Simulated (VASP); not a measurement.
Wanted: the native input for a VASP 6.6.1 run.

- Task: single point
- Functional: r2SCAN
- Dispersion: D3(BJ)
- Potentials or basis: VASP PAW PBE potentials, release 64 (O, H, S)
- Cutoff: 520 eV
- k mesh: 1 × 1 × 1
- Occupations: fermi-dirac, width 0.02 eV
- Spin: no spin polarisation
- Dipole correction: no
- Further INCAR settings: LREAL = Auto; ALGO = Normal; EDIFF = 1e-06; NBANDS = 38

H8SO6:

```xyz
15
Lattice="5.7890 0.0000 0.0000 0.0000 5.7890 0.0000 0.0000 0.0000 5.7890" Properties=species:S:1:pos:R:3 pbc="T T T"
O     4.1345    3.5294    4.6712
O     4.2265    0.7912    0.5672
O     1.7750    5.2054    5.7027
O     5.5447    4.3912    1.4592
O     2.1557    2.5696    2.1438
O     0.7122    1.0350    3.0721
H     3.9554    4.5320    4.4997
H     3.9879    3.1502    3.7759
H     3.5401    0.9018   -0.0856
H     4.4214    1.6235    0.6244
H     1.1622    5.7375    5.2330
H     1.2358    4.6913    6.1477
H     5.7281    4.4166    2.4447
H     5.0171    5.1988    1.2755
S     2.0113    1.1754    2.4252
```

The cell was built by a generator and needn't be a form met in nature.

The input as run:

POSCAR

```
H8SO6
1.0
    5.7889600000      0.0000000000      0.0000000000
    0.0000000000      5.7889600000      0.0000000000
    0.0000000000      0.0000000000      5.7889600000
O H S
6 8 1
Direct
    0.7142042785      0.6096777314      0.8069152318
    0.7300965977      0.1366739449      0.0979796026
    0.3066181145      0.8991943285      0.9850992233
    0.9578058926      0.7585473038      0.2520660015
    0.3723812222      0.4438793842      0.3703255853
    0.1230272795      0.1787885907      0.5306825406
    0.6832660789      0.7828694619      0.7772898759
    0.6888802134      0.5441737376      0.6522587822
    0.6115260772      0.1557792764     -0.0147867665
    0.7637641303      0.2804476106      0.1078604793
    0.2007614494      0.9911106658      0.9039620243
    0.2134753047      0.8103873580      1.0619696802
    0.9894868854      0.7629349659      0.4223038335
    0.8666668970      0.8980542274      0.2203331859
    0.3474371908      0.2030416517      0.4189353528
```

INCAR.step1

```
SYSTEM = H8SO6
  ALGO = Normal
  EDIFF = 1E-4
  ENCUT = 520
  GGA = PE
  ISMEAR = -1
  LASPH = .True.
  LCHARG = .False.
  LREAL = Auto
  LWAVE = .True.
  NBANDS = 38
  NELM = 100
  PREC = Accurate
  SIGMA = 0.02
```

INCAR.step2

```
SYSTEM = H8SO6
  ALGO = Normal
  EDIFF = 1E-6
  ENCUT = 520
  ISIF = 2
  ISMEAR = -1
  ISTART = 1
  IVDW = 12
  LASPH = .True.
  LCHARG = .False.
  LMIXTAU = .True.
  LREAL = Auto
  LWAVE = .False.
  METAGGA = R2SCAN
  NBANDS = 38
  NELM = 100
  PREC = Accurate
  SIGMA = 0.02
  VDW_A1 = 0.49484001
  VDW_A2 = 5.73083694
  VDW_S6 = 1.0
  VDW_S8 = 0.78981345
```

KPOINTS

```
k-points
0
Gamma
  1 1 1
  0 0 0
```

Potentials or basis: VASP PAW PBE potentials, release 64 (O, H, S).

Run with:

```bash
$ cat potpaw_PBE.64/O/POTCAR potpaw_PBE.64/H/POTCAR potpaw_PBE.64/S/POTCAR > POTCAR
$ cp INCAR.step1 INCAR
$ mpirun -np 1 vasp_gam > vasp.out
$ cp INCAR.step2 INCAR
$ mpirun -np 1 vasp_gam > vasp.out
```

It gave:

The pressure is 2.6 GPa, the largest force is 9.149 eV/Å and the band gap on the k mesh is 2.51 eV, direct. The dispersion energy per atom is -0.021 eV.

Caveat: the PAW data sets were made with another functional, which shifts forces and pressure a little.

Run time: 42 s on 1 thread of Intel(R) Xeon(R) 6975P-C (Granite Rapids) (shared host), peak memory 0.33 GiB.
